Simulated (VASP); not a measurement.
Level of theory: PBE GGA, VASP's PBE PAW potentials (set 64) (plane waves; VASP 6.6.1).

VASP input:

### INCAR
```
SYSTEM = Lu
PREC = Accurate; ENCUT = 520; LREAL = .FALSE.
LASPH = .TRUE.
EDIFF = 1E-6; NELM = 100; ALGO = Normal
LMAXMIX = 6
ISMEAR = 1; SIGMA = 0.1
GGA = PE
IBRION = 2; NSW = 60; ISIF = 3
EDIFFG = -0.01
LWAVE = .FALSE.; LCHARG = .FALSE.
```

**POSCAR**
```
Lu
1
    1.7500000000    -3.0310890000     0.0000000000
    1.7500000000     3.0310890000     0.0000000000
    0.0000000000     0.0000000000     5.5500000000
Lu
2
Direct
  0.3333330000   0.6666670000   0.2500000000
  0.6666670000   0.3333330000   0.7500000000
```

File KPOINTS:
```
kpoints
0
Gamma
  11 11 6
0 0 0
```

POTCAR, in this order: Lu_3 (PBE.64 set). Program: vasp_std.

Question: Estimate the energy per atom (σ→0), volume per atom, band gap (on the k-mesh).

Answer: 
| Quantity | Value |
|---|---|
| energy per atom (σ→0) | -4.456 eV/atom |
| band gap (on the k-mesh) | none (metal, semimetal or under 0.01 eV) |
| volume per atom | 29.32 Å^3/atom |

File OSZICAR:
```
...
DAV:   5    -0.891018936556E+01   -0.32070E-06   -0.12997E-06  1362   0.190E-02
   3 F= -.89101894E+01 E0= -.89112152E+01  d E =-.282864E-02
       N       E                     dE             d eps       ncg     rms          rms(c)
DAV:   1    -0.891019328392E+01   -0.42391E-05   -0.19375E-04  2535   0.226E-01    0.112E-02
DAV:   2    -0.891019061607E+01    0.26679E-05   -0.58243E-06  2317   0.417E-02    0.600E-03
DAV:   3    -0.891018909005E+01    0.15260E-05   -0.99051E-07  1142   0.214E-02    0.224E-03
DAV:   4    -0.891018911746E+01   -0.27411E-07   -0.53399E-07  1166   0.220E-02
   4 F= -.89101891E+01 E0= -.89112095E+01  d E =-.282839E-02
```

The compound is Lu in the hcp structure. This run relaxes it. Symmetry was kept, so distortions that lower it aren't found.
